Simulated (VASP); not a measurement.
Given:

```xyz
2
Lattice="1.3923 -2.4115 0.0000 1.3923 2.4115 0.0000 0.0000 0.0000 4.4064" Properties=species:S:1:pos:R:3 pbc="T T T"
Os     1.3923     0.8038     1.1016
Os     1.3923    -0.8038     3.3048
```

These are PBE GGA, VASP's PBE PAW potentials (set 64) (plane waves; VASP) values and carry that method's errors. Numerical set-up: 400 eV cut-off, 11×11×6 Γ-centred mesh, first-order Methfessel-Paxton smearing of 0.10 eV, potentials Os.

Unless said otherwise, spin-orbit coupling is left out, though it shifts the bands of the heavy elements here.

Predict the energy per atom (σ→0), pressure, band gap (on the k-mesh) with the smallest direct gap where there is one.

The band gap (on the k-mesh) is none (metal, semimetal or under 0.01 eV), the energy per atom (σ→0) is -11.219 eV/atom and the pressure is -133.7 kbar.

Only differences to runs with the same potentials and settings are physical.

The compound is Os in the hcp structure. The cell was not relaxed at this level.
